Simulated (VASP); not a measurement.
Calculation: LDA (Ceperley-Alder, Perdew-Zunger), VASP's LDA PAW potentials (set 64) (plane waves; VASP 6.6.1).

A VASP calculation is set up with these files.

**KPOINTS**
```
Automatic mesh
0
Gamma
8 8 8
0 0 0
```

**INCAR**
```
SYSTEM  =  CsCl
PREC  =  Accurate; ENCUT  =  500; LREAL  =  .False.
LASPH  =  .True.
EDIFF  =  1E-6; NELM  =  100; ALGO  =  Normal
LMAXMIX  =  4
ISMEAR  =  0; SIGMA  =  0.05
IBRION  =  2; NSW  =  40; ISIF  =  3
EDIFFG  =  -0.02; PSTRESS  =  450
LWAVE  =  .False.; LCHARG  =  .False.
```

POSCAR:
```
CsCl
1
    3.3597251754     0.0000000000    -0.0000000000
    0.0000000000     3.3597251754     0.0000000000
    0.0000000000     0.0000000000     3.3597251754
Cs Cl
1 1
Direct
  0.0000000000   0.0000000000   0.0000000000
  0.5000000000   0.5000000000   0.5000000000
```

POTCAR, in this order: Cs_sv Cl (LDA.64 set). Program: vasp_std.

Task: What will the output report for the number of irreducible k-points (NKPTS), largest plane-wave count, number of space-group operations, FFT grid (NGX, NGY, NGZ)?

Result: 
- number of irreducible k-points (NKPTS): 35
- largest plane-wave count: 992
- number of space-group operations: 48
- FFT grid (NGX, NGY, NGZ): 28 × 28 × 28

The compound is CsCl in the CsCl type structure. It was relaxed first under an external pressure of 45 GPa.
